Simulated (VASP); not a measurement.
Method: PBE GGA with D3 dispersion (Becke-Johnson damping), VASP's PBE PAW potentials (set 64) (plane waves; VASP 6.6.1).

VASP input:

POSCAR:
```
AuZn
1
    3.1500000000     0.0000000000     0.0000000000
    0.0000000000     3.1500000000     0.0000000000
    0.0000000000     0.0000000000     3.1500000000
Zn Au
1 1
Direct
  0.5000000000   0.5000000000   0.5000000000
  0.0000000000   0.0000000000   0.0000000000
```

File KPOINTS:
```
Automatic mesh
0
Gamma
10 10 10
0 0 0
```

**INCAR**
```
SYSTEM = AuZn
PREC = Accurate
ENCUT = 520
EDIFF = 1E-6
NELM = 100
ALGO = Normal
LREAL = .FALSE.
LASPH = .TRUE.
ISMEAR = 1
SIGMA = 0.1
GGA = PE
IVDW = 12
LMAXMIX = 6
LWAVE = .FALSE.
LCHARG = .FALSE.
IBRION = 2
ISIF = 3
NSW = 60
EDIFFG = -0.01
```

POTCAR, in this order: Zn Au (PBE.64 set). Program: vasp_std.

The run wrote:

**OSZICAR**
```
       N       E                     dE             d eps       ncg     rms          rms(c)
DAV:   1     0.126333088465E+03    0.12633E+03   -0.11811E+04  1728   0.197E+03
DAV:   2    -0.114020517708E+01   -0.12747E+03   -0.12342E+03  1792   0.346E+02
DAV:   3    -0.516858547785E+01   -0.40284E+01   -0.40153E+01  1995   0.696E+01
DAV:   4    -0.519423550397E+01   -0.25650E-01   -0.25648E-01  1953   0.490E+00
DAV:   5    -0.519451679670E+01   -0.28129E-03   -0.28129E-03  2037   0.526E-01    0.849E+00
DAV:   6    -0.476915186539E+01    0.42536E+00   -0.14648E+00  1736   0.144E+01    0.538E+00
DAV:   7    -0.474324916457E+01    0.25903E-01   -0.36045E-02  2225   0.430E+00    0.285E+00
DAV:   8    -0.473501043066E+01    0.82387E-02   -0.99927E-03  1885   0.119E+00    0.143E-01
DAV:   9    -0.473503315511E+01   -0.22724E-04   -0.36902E-04  1928   0.254E-01    0.736E-02
DAV:  10    -0.473504539504E+01   -0.12240E-04   -0.43196E-05  2141   0.118E-01    0.178E-02
DAV:  11    -0.473504560388E+01   -0.20884E-06   -0.10422E-05  1855   0.803E-02    0.379E-03
DAV:  12    -0.473504554837E+01    0.55506E-07   -0.20955E-07   945   0.120E-02
   1 F= -.58243178E+01 E0= -.58241924E+01  d E =-.582432E+01
       N       E                     dE             d eps       ncg     rms          rms(c)
DAV:   1    -0.483141218151E+01   -0.96367E-01   -0.17411E+00  1722   0.244E+01    0.229E+00
DAV:   2    -0.472107859478E+01    0.11033E+00   -0.37280E-01  1953   0.152E+01    0.772E-01
DAV:   3    -0.471462235417E+01    0.64562E-02   -0.16331E-02  1694   0.153E+00    0.512E-01
DAV:   4    -0.471292439150E+01    0.16980E-02   -0.90265E-04  2484   0.105E+00    0.246E-01
DAV:   5    -0.471229714706E+01    0.62724E-03   -0.46728E-04  2283   0.399E-01    0.220E-02
DAV:   6    -0.471229785067E+01   -0.70362E-06   -0.66814E-05  1806   0.112E-01    0.807E-03
DAV:   7    -0.471229787748E+01   -0.26809E-07   -0.10859E-06  1008   0.417E-02
   2 F= -.58243962E+01 E0= -.58242731E+01  d E =-.783971E-04
       N       E                     dE             d eps       ncg     rms          rms(c)
DAV:   1    -0.475235901356E+01   -0.40061E-01   -0.41062E-01  1701   0.122E+01    0.110E+00
DAV:   2    -0.472692900536E+01    0.25430E-01   -0.82729E-02  1939   0.653E+00    0.400E-01
DAV:   3    -0.472530246611E+01    0.16265E-02   -0.33217E-03  1729   0.612E-01    0.263E-01
DAV:   4    -0.472481311867E+01    0.48935E-03   -0.31138E-04  2503   0.519E-01    0.820E-02
DAV:   5    -0.472473396802E+01    0.79151E-04   -0.87594E-05  1928   0.114E-01    0.867E-03
DAV:   6    -0.472473474534E+01   -0.77732E-06   -0.69123E-06  1743   0.377E-02
   3 F= -.58256820E+01 E0= -.58255557E+01  d E =-.136425E-02
```

### OUTCAR
```
------------------------ aborting loop because EDIFF is reached ----------------------------------------
 Edisp (eV)   -1.10095
  FORCE on cell =-STRESS in cart. coord.  units (eV):
  Direction    XX          YY          ZZ          XY          YZ          ZX
  --------------------------------------------------------------------------------------
  Total       0.01588     0.01588     0.01588    -0.00000     0.00000    -0.00000
  in kB       0.82260     0.82260     0.82260    -0.00000     0.00000    -0.00000
  external pressure =        0.82 kB  Pullay stress =        0.00 kB
  volume of cell :       30.94
      direct lattice vectors                 reciprocal lattice vectors
     3.139226335 -0.000000000  0.000000000     0.318549825  0.000000000 -0.000000000
    -0.000000000  3.139226335 -0.000000000     0.000000000  0.318549825  0.000000000
     0.000000000 -0.000000000  3.139226335    -0.000000000  0.000000000  0.318549825
 POSITION                                       TOTAL-FORCE (eV/Angst)
 -----------------------------------------------------------------------------------
      1.56961      1.56961      1.56961         0.000000     -0.000000      0.000000
      0.00000      0.00000      0.00000        -0.000000      0.000000      0.000000
 -----------------------------------------------------------------------------------
    total drift:                                0.000000      0.000000     -0.000000
  FREE ENERGIE OF THE ION-ELECTRON SYSTEM (eV)
  ---------------------------------------------------
  free  energy   TOTEN  =        -5.8256820348 eV

  energy  without entropy=       -5.8253029283  energy(sigma->0) =       -5.82555567

 reached required accuracy - stopping structural energy minimisation
```
(Selected blocks of OUTCAR.)

### CONTCAR
```
AuZn
   1.00000000000000
     3.1392263349291794   -0.0000000000000000    0.0000000000000000
    -0.0000000000000000    3.1392263349291794   -0.0000000000000000
     0.0000000000000000   -0.0000000000000000    3.1392263349291794
  Zn              Au
     1     1
Direct
     0.5000000000000000    0.5000000000000000    0.5000000000000000
     0.0000000000000000    0.0000000000000000    0.0000000000000000
```

The compound is AuZn in the CsCl type structure. This run relaxes it. Symmetry was kept, so distortions that lower it aren't found. The electron count is odd and the run is not spin-polarised, which forces a metal.
